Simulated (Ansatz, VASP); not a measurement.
# ZnS (Wurtzite-2H) in two plane-wave programs, part 3 of 3

Wanted: the spread between two codes on one cell, functional and k mesh. The cell is taken from a series of runs on this material, whose earlier steps may have relaxed, scaled, displaced or heated it; both programs get it as it stands.

VASP 6.6.1 and Ansatz 0.2.0.

So far: The starting structure; VASP: zone-centre phonons, LDA.

### Step 3. Ansatz: zone-centre phonons, LDA

Level of this step: Ansatz beside VASP: Kohn-Sham DFT, plane waves, LDA (Ansatz).

Ansatz runs on its PAW soft_1 files.

The same cell, functional (in two slightly different forms) and mesh now go to Ansatz, which takes its cutoff from its data sets.

Input file input.yaml:

```yaml
crystal:
  lattice:
    - [3.7476481175, 0.0, 0.0]
    - [-1.8738240587, 3.2455584742, 0.0]
    - [0.0, 0.0, 6.0814165965]
  atoms:
    - { symbol: S, position: [0.3333333279, 0.6666666721, 0.3806241756] }
    - { symbol: S, position: [0.6666666721, 0.3333333279, 0.8806241756] }
    - { symbol: Zn, position: [0.3333333389, 0.6666666611, 0.0043758244] }
    - { symbol: Zn, position: [0.6666666611, 0.3333333389, 0.5043758244] }
kpoints:
  mp_grid: { grid: [12, 12, 8] }
hamiltonian:
  xc: lda
  pseudopotentials: { kind: paw, azcp: { folder: soft_1 }, xc_functional: pbe }
scf:
  occupations: { method: fixed }
output:
  eigenvalues: true
phonons:
  method: dfpt
  dielectric: true
  rigid_motions: translations
```

The run is started by

```
> ansatz run input.yaml --threads 4 --pin off --max-ram 16384MiB --backend cpu --events-out ev --progress --plain --runs-dir out
```

Numbers of over 12 decimals in the logs are rounded to 6 here.

The program printed:

```text
Engine: ansatz 0.2.0, aarch64-unknown-linux-gnu
Pseudopotentials: kind: paw
Pseudopotential: S, paw, valence charge 6, recommended cutoff 420 eV (normal), soft_1/S.paw.azcp
Pseudopotential: Zn, paw, valence charge 12, recommended cutoff 420 eV (normal), soft_1/Zn.paw.azcp
Functional definition: SPW92
  exchange = slater_x
  correlation = pw_c
Crystal: 4 atoms, lattice volume = 73.970 Å³
Basis set: ecut = 420 eV, 1437 PW (Γ), exchange–correlation on 54×54×96 points (8 copies of the dense FFT grid, shifted against one another)
Bands: 22, of which v1, the nominal top of the filled ones, is band 18 counted from 1 (17 counted from 0)
Symmetry: 12 space group operations
k-points: 320 of 1152 (irreducible under 2 space group operations, time reversal used)
Non-local potential: S, projectors of the file, l = 0: 2, l = 1: 2, l = 2: 1
Non-local potential: Zn, projectors of the file, l = 0: 2, l = 1: 2, l = 2: 3, l = 3: 1
PAW form: soft (Blöchl's): semilocal exchange-correlation on the pseudo side does not see the compensation charge
PAW frozen core: S, regenerated for the run's functional, and the local potential with it (the file was generated under x = pbe(κ = 0.804, μ = 0.219515), c = pbe(β = 0.066725))
PAW frozen core: Zn, regenerated for the run's functional, and the local potential with it (the file was generated under x = pbe(κ = 0.804, μ = 0.219515), c = pbe(β = 0.066725))
PAW one-centre angular grid: S, 110 points (default); XC on 64 Gauss nodes
PAW one-centre angular grid: Zn, 590 points (default); XC on 64 Gauss nodes
Initial density: superposition of atomic densities (chi_scale 0.1, normalization cell, long waves kept (reshape's long-wave potential 0.00 eV rms))
Initial wavefunctions: pseudopotential atomic-orbital guess
Functional: x = slater, c = lda
SCF iter   1: F=—  HF=-8235.079931 eV  |F-HF|=—  |Δ(HF+E_count)|=         —  Δρ=3.82e-2  dr2=6.80e-1  ethr=3.10e-3  ⟨swp⟩=5.0  Hψ=34866  notcnv=0  defer=611
preconditioner: auto → Resta (q_TF=auto, 2.420 Å⁻¹)  ε∞=6.3  [insulator: Δε(μ)=2.502 eV  Ē_g=11.220 eV  n_scr=22 (ndim 8)  ℏωp=25.9 eV  f_vac=0.002  ε∞_Penn≈6.3]
SCF iter   2: F=—  HF=-8234.918957 eV  |F-HF|=—  |Δ(HF+E_count)|=   1.61e-1  Δρ=1.60e-2  dr2=1.52e-1  ethr=1.89e-3  ⟨swp⟩=2.7  Hψ=14967  notcnv=0  defer=634
SCF iter   3: F=—  HF=-8234.885914 eV  |F-HF|=—  |Δ(HF+E_count)|=   3.30e-2  Δρ=1.02e-2  dr2=5.19e-2  ethr=4.22e-4  ⟨swp⟩=2.0  Hψ=12816  notcnv=0  defer=634
SCF iter   4: F=—  HF=-8234.869014 eV  |F-HF|=—  |Δ(HF+E_count)|=   1.69e-2  Δρ=3.04e-3  dr2=4.39e-3  ethr=1.44e-4  ⟨swp⟩=2.0  Hψ=15363  notcnv=0  defer=637
SCF iter   5: F=—  HF=-8234.869201 eV  |F-HF|=—  |Δ(HF+E_count)|=   1.88e-4  Δρ=4.79e-4  dr2=1.96e-4  ethr=1.22e-5  ⟨swp⟩=2.2  Hψ=12228  notcnv=0  defer=637
SCF iter   6: F=—  HF=-8234.869269 eV  |F-HF|=—  |Δ(HF+E_count)|=   6.75e-5  Δρ=2.39e-4  dr2=3.79e-5  ethr=5.45e-7  ⟨swp⟩=2.8  Hψ=12251  notcnv=0  defer=613
SCF iter   7: F=—  HF=-8234.869279 eV  |F-HF|=—  |Δ(HF+E_count)|=   9.66e-6  Δρ=6.16e-5  dr2=1.15e-6  ethr=1.05e-7  ⟨swp⟩=2.3  Hψ=12538  notcnv=0  defer=5
SCF iter   8: F=—  HF=-8234.869280 eV  |F-HF|=—  |Δ(HF+E_count)|=   1.57e-6  Δρ=1.68e-5  dr2=1.25e-7  ethr=3.18e-9  ⟨swp⟩=2.6  Hψ=13433  notcnv=0  defer=1
SCF iter   9: F=—  HF=-8234.869280 eV  |F-HF|=—  |Δ(HF+E_count)|=   1.87e-8  Δρ=1.36e-6  dr2=1.92e-9  ethr=3.47e-10  ⟨swp⟩=2.8  Hψ=13976  notcnv=0  defer=1
SCF iter  10: F=-8234.869280 eV  HF=-8234.869280 eV  |F-HF|=1.27e-11  |Δ(HF+E_count)|=  3.60e-10  Δρ=2.65e-7  dr2=5.26e-11  ethr=1.00e-12  ⟨swp⟩=8.6  Hψ=58505  notcnv=0
SCF 1 converged in 10 iterations: F = -8234.869280 eV  dr2 = 5.26e-11
  greatest PAW one-centre occupation: 0.983 electrons in one spin orbital (limit 2), on the Zn atom at site 3 (counted from 0), in its partial waves of l = 2
DFPT response loops at Γ: preconditioner auto → Resta (q_TF=auto, 2.420 Å⁻¹)  ε∞=5.2 (no band partly filled); β = 1.00, the filter's whole step (`scf.mixing.beta` (0.50) is not read by the response loops at its default; to damp them type it under 1.00, their step now; it binds the ground state too); Broyden in place of MSR1
── the response to a field inside a basis, on 12×12×8 k-points: an SCF that follows is theirs, and a resumed run solves both again ──
Bands: 19, of which v1, the nominal top of the filled ones, is band 18 counted from 1 (17 counted from 0)
k-points: 168 of 1152 (irreducible under 4 space group operations, time reversal used)
Initial density: handed on by an earlier stage of this run
Initial wavefunctions: pseudopotential atomic-orbital guess (no wavefunctions were taken with the density)
Eigensolver: Dense (168 Hₖ)
SCF iter   1: F=—  HF=-8234.866298 eV  |F-HF|=—  |Δ(HF+E_count)|=         —  Δρ=1.42e-4  dr2=2.09e-6  ethr=1.00e-1
preconditioner: auto → Resta (q_TF=auto, 2.420 Å⁻¹)  ε∞=8.0  [insulator: Δε(μ)=2.489 eV  Ē_g=9.768 eV  n_scr=22 (ndim 8)  ℏωp=25.9 eV  f_vac=0.026  ε∞_Penn≈8.0]
SCF iter   2: F=—  HF=-8234.866299 eV  |F-HF|=—  |Δ(HF+E_count)|=   9.45e-7  Δρ=1.00e-4  dr2=2.27e-6  ethr=5.79e-9
SCF iter   3: F=—  HF=-8234.866300 eV  |F-HF|=—  |Δ(HF+E_count)|=   2.29e-7  Δρ=2.82e-5  dr2=9.30e-8  ethr=5.79e-9
SCF iter   4: F=-8234.866299 eV  HF=-8234.866299 eV  |F-HF|=8.98e-9  |Δ(HF+E_count)|=   1.03e-7  Δρ=4.27e-6  dr2=3.44e-9  ethr=2.58e-10
SCF 1 converged in 4 iterations: F = -8234.866299 eV  dr2 = 3.44e-9
  greatest PAW one-centre occupation: 0.983 electrons in one spin orbital (limit 2), on the Zn atom at site 2 (counted from 0), in its partial waves of l = 2
DFPT response loops at Γ: preconditioner auto → Resta (q_TF=auto, 2.420 Å⁻¹)  ε∞=4.9 (no band partly filled); β = 1.00, the filter's whole step (`scf.mixing.beta` (0.50) is not read by the response loops at its default; to damp them type it under 1.00, their step now; it binds the ground state too); Broyden in place of MSR1
SCF converged after 10 iterations
Free energy (F): -8234.869280 eV
Harris-Foulkes:  -8234.869280 eV  (|F-HF|=1.27e-11)
Internal energy: -8234.869280 eV  (E = F + TS)
E sigma→0 (E₀):  -8234.869280 eV
Fermi energy:    6.361030 eV
--- Per-component energies (eV) ---
  E_band       = 18.621324
  E_kinetic    = 512.106215
  E_local      = -4467.084484  (includes V_loc(G=0)·N_el)
  E_nonlocal   = 1714.944187
  E_hartree    = 1697.528665
  E_xc         = -333.849802
  E_vxc        = -271.657769  (∫ρ·V_xc dr)
  E_paw        = -4803.894318  (= ΣΔE_a)
  E_vpaw       = -864.743884  (= ΣTr[D̂ρ^β])
  E_aug_tail   = -0.000503  (compensation charges beyond the density's cutoff)
  E_ewald      = -2558.039922
  E_core_change = 3.420682  (= ΣΔE_core)
  E_smearing   = -0.000000  (= −TS)
  E_closure    = 0.000000  (closes the sum)
  Σ components = -8234.869280   (vs F -8234.869280, Δ=0.00e0)
--- Band table (eV; the first three rows and the last of 320) ---
  k-point 0: bands = [... 14 lower, 5.3378, 6.3221, 6.3610, 6.3610, 8.6074, 9.2602, 12.4043, 12.4043]
  k-point 1: bands = [... 14 lower, 5.3732, 5.9429, 6.3178, 6.3178, 8.9374, 9.3034, 12.4259, 12.4259]
  k-point 2: bands = [... 14 lower, 5.4753, 5.4753, 6.1970, 6.1970, 9.4300, 9.5181, 12.4998, 12.5020]
  k-point 319: bands = [... 14 lower, 3.5200, 3.5200, 4.7966, 4.7966, 10.7698, 10.7698, 12.5811, 12.5811]
--- Phonons (Γ-DFPT): 4 representative perturbations + reference, on 320 of 1152 k-points (Σ response iterations 12) ---
  k mesh reduced under 2 symmetry operations, with k and −k counted as one. Each operation leaves every solved perturbation unchanged. A smaller set is not considered because the run solves the response to a homogeneous field
  ASR residual: 1.763e-4 → 0.000e0 eV/Å²; symmetrization residual: 3.109e-5 eV/Å²
  ASR residual per site (eV/Å²): 1.76e-4 1.76e-4 1.50e-4 1.50e-4
  Γ frequencies (cm⁻¹): 0.00 0.00 0.00 69.20 69.20 199.02 292.75 295.44 295.44 302.10 302.10 354.09
  ε∞ (high-frequency dielectric tensor):
        6.076503     0.000000     0.000000
        0.000000     6.076503    -0.000000
        0.000000    -0.000000     6.149447
  ε⁰ (static dielectric tensor: ions relaxed, cell fixed):
        8.460162     0.000000     0.000000
        0.000000     8.460162    -0.000000
        0.000000    -0.000000     8.809882
  ε⁰ − ε∞ (ionic part):
        2.383659     0.000000     0.000000
        0.000000     2.383659    -0.000000
        0.000000    -0.000000     2.660435
  softest optical mode at Γ: 69.20 cm⁻¹; the repairs (sum rule, projections) moved no ω² at Γ by more than (2.16 cm⁻¹)²
  Born effective charges Z* (e; rows j = field, columns β = displacement):
    site 0:
        -1.83413   -0.00000   -0.00000
        -0.00000   -1.83413    0.00000
        -0.00000    0.00000   -1.92002
    site 1:
        -1.83413   -0.00000   -0.00000
        -0.00000   -1.83413    0.00000
        -0.00000    0.00000   -1.92002
    site 2:
         1.83413    0.00000    0.00000
         0.00000    1.83413   -0.00000
         0.00000   -0.00000    1.92002
    site 3:
         1.83413    0.00000    0.00000
         0.00000    1.83413   -0.00000
         0.00000   -0.00000    1.92002
  Z* charge neutrality: 8.865e-4 e pre-enforcement
  solved inside a basis spanned on kpoints, on 12×12×8 k-points, its susceptibility summed on 16×16×8: ε∞ is read to err by 2.0e-2, Z* by 1.3e-2 e (field_mesh: kpoints solves on kpoints); Z* is corrected for what the basis lacks
  optical modes at Γ without the LO–TO term, one row a degenerate level:
      ω (cm⁻¹)  modes    IR ((D/Å)²/amu)
         69.20      2             0.0000
        199.02      1             0.0000
        292.75      1             7.9074
[...]
optical modes at Γ + LO–TO along q̂ = [1.0000, 0.0000, 0.0000]:
      ω (cm⁻¹)  modes    IR ((D/Å)²/amu)
[...]
optical modes at Γ + LO–TO along q̂ = [0.0000, 1.0000, 0.0000]:
      ω (cm⁻¹)  modes    IR ((D/Å)²/amu)
[...]
348.61      1             7.2158
        354.09      1             0.0000
  optical modes at Γ + LO–TO along q̂ = [0.0000, 0.0000, 1.0000]:
      ω (cm⁻¹)  modes    IR ((D/Å)²/amu)
         69.20      2             0.0000
        199.02      1             0.0000
        295.44      2            14.4315
        302.10      2             0.0000
        350.40      1             7.9074
        354.09      1             0.0000
```

### Step 4. Differences

Known differences besides the potentials themselves: the two LDA forms differ slightly; fixed occupations in Ansatz, narrow Gaussian smearing in VASP; VASP's response is taken on the typed mesh, Ansatz refines its own for the field response alone; the cutoff is 420 eV in Ansatz and 500 eV in VASP; VASP's log shows a relativistic correction to its local exchange, Ansatz's none. Total energies have different zeros and are not compared.

Both answers:

```csv
quantity,Ansatz,VASP,difference
ε∞ xx,6.08,6.03,+0.79 %
ε∞ yy,6.08,6.03,+0.79 %
ε∞ zz,6.15,6.10,+0.84 %
Born charge of S1 (mean of the diagonal) (e),-1.86,-1.88,+0.01
Born charge of Zn3 (mean of the diagonal) (e),1.86,1.88,-0.01
optical mode 1 to 2 (cm⁻¹),69.2,68.9,+0.43 %
optical mode 3 (cm⁻¹),199.0,199.7,-0.32 %
optical mode 4 (cm⁻¹),292.8,294.7,-0.65 %
optical mode 5 to 6 (cm⁻¹),295.4,297.1,-0.56 %
optical mode 7 to 8 (cm⁻¹),302.1,303.7,-0.52 %
optical mode 9 (cm⁻¹),354.1,355.5,-0.39 %
```

Modes are paired by rising frequency, not by their patterns, so a pair may set unlike modes beside each other; they are those without the splitting of longitudinal modes.

### Step 5. What came out

```json
{
  "r.m.s. difference of the optical zone-centre modes, each program's sorted by frequency (zone-centre phonons, LDA)": "1.4 cm⁻¹",
  "difference in ε∞ zz (zone-centre phonons, LDA)": "+0.8 %"
}
```

**Reading.** The r.m.s. difference of the optical zone-centre modes, each program's sorted by frequency is 1.4 cm⁻¹ (zone-centre phonons, LDA). Among the rows given in per cent, the largest difference of the zone-centre phonons, LDA pair is in ε∞ zz, +0.8 %. Such differences can come from data sets, numerical settings and the points named under the comparisons, not from the functional's error against experiment.

[Lines on the potential files, build, host, timing and source positions are cut from VASP's logs without a mark.]

[Logs are printed without paths, hosts, clocks, repeated set-up lines and the standing remarks that a program may print on its own settings, such as how far it seeks lower states.]

[Hosts, paths, dates, database ids (printed as entryN), source tags and the programs' standing remarks are cut or masked in the printed files.]
